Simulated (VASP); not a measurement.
Output of a VASP run:

### OSZICAR
```
       N       E                     dE             d eps       ncg     rms          rms(c)
DAV:   1     0.399416375711E+02    0.39942E+02   -0.57108E+03   728   0.905E+02
DAV:   2    -0.151770894006E+02   -0.55119E+02   -0.49646E+02   880   0.166E+02
DAV:   3    -0.167177612747E+02   -0.15407E+01   -0.15269E+01   876   0.273E+01
DAV:   4    -0.167317533478E+02   -0.13992E-01   -0.13986E-01   828   0.306E+00
DAV:   5    -0.167319821922E+02   -0.22884E-03   -0.22883E-03   896   0.410E-01    0.783E+00
DAV:   6    -0.163145263691E+02    0.41746E+00   -0.24651E+00   788   0.152E+01    0.208E+00
DAV:   7    -0.162318410141E+02    0.82685E-01   -0.22557E-01   760   0.476E+00    0.158E+00
DAV:   8    -0.162028996457E+02    0.28941E-01   -0.36516E-02   784   0.186E+00    0.258E-01
DAV:   9    -0.162028696363E+02    0.30009E-04   -0.21239E-03   824   0.448E-01    0.167E-01
DAV:  10    -0.162030485407E+02   -0.17890E-03   -0.34271E-04   748   0.152E-01    0.192E-02
DAV:  11    -0.162030468560E+02    0.16846E-05   -0.20781E-05   836   0.468E-02    0.924E-03
DAV:  12    -0.162030494013E+02   -0.25453E-05   -0.63206E-06   744   0.182E-02    0.192E-03
DAV:  13    -0.162030493402E+02    0.61154E-07   -0.35764E-07   512   0.607E-03
   1 F= -.16203049E+02 E0= -.16202093E+02  d E =-.191196E-02
```

OUTCAR:
```
------------------------ aborting loop because EDIFF is reached ----------------------------------------
  FORCE on cell =-STRESS in cart. coord.  units (eV):
  Direction    XX          YY          ZZ          XY          YZ          ZX
  --------------------------------------------------------------------------------------
  Total       -1.7104218     -1.7104218     -1.7104218      0.0000000     -0.0000000      0.0000000
  in kB      -50.0392542    -50.0392542    -50.0392542      0.0000000     -0.0000000      0.0000000
  external PRESSURE =     -50.0392542 kB  Pullay stress =       0.0000000 kB
  volume of cell :       54.76
      direct lattice vectors                 reciprocal lattice vectors
     0.000000000  3.014100000  3.014100000    -0.165886998  0.165886998  0.165886998
     3.014100000  0.000000000  3.014100000     0.165886998 -0.165886998  0.165886998
     3.014100000  3.014100000  0.000000000     0.165886998  0.165886998 -0.165886998
 POSITION                                       TOTAL-FORCE (eV/Angst)
 -----------------------------------------------------------------------------------
      1.50705      1.50705      1.50705         0.000000      0.000000     -0.000000
      4.52115      4.52115      4.52115        -0.000000     -0.000000      0.000000
      0.00000      0.00000      0.00000         0.000000      0.000000      0.000000
 -----------------------------------------------------------------------------------
    total drift:                               -0.000000     -0.000000      0.000000
  FREE ENERGIE OF THE ION-ELECTRON SYSTEM (eV)
  ---------------------------------------------------
  free  energy   TOTEN  =       -16.2030493402 eV

  energy  without entropy=      -16.2011373761  energy(sigma->0) =      -16.20209336
```
(Selected blocks of OUTCAR.)

**POSCAR**
```
PtAl2
1
    0.0000000000     3.0141000000     3.0141000000
    3.0141000000     0.0000000000     3.0141000000
    3.0141000000     3.0141000000     0.0000000000
Al Pt
2 1
Direct
  0.2500000000   0.2500000000   0.2500000000
  0.7500000000   0.7500000000   0.7500000000
  0.0000000000   0.0000000000   0.0000000000
```

### Question
Reconstruct the remaining input files.

### Answer
Several could match; the one computed here: the input of the run itself, PBE GGA, plane waves, VASP's PBE PAW potentials (set 64).

**INCAR**
```
# general
SYSTEM =PtAl2
PREC   =Accurate
ENCUT  =400
LREAL  =.FALSE.
LASPH  =.TRUE.

# electronic loop
EDIFF  =1E-6
NELM   =100
ALGO   =Normal
LMAXMIX=6

# smearing
ISMEAR =-1
SIGMA  =0.02

# functional
GGA    =PE

# ions
ISIF   =2

# output
LWAVE  =.FALSE.
LCHARG =.FALSE.
```

File KPOINTS:
```
Automatic mesh
0
Gamma
8 8 8
```

POTCAR, in this order: Al Pt (PBE.64 set). Program: vasp_std.

The compound is PtAl2 in the fluorite structure. The cell was not relaxed at this level. The run is one of a series of settings (ISMEAR = -1, SIGMA = 0.02 against the base run), some of them coarse on purpose.
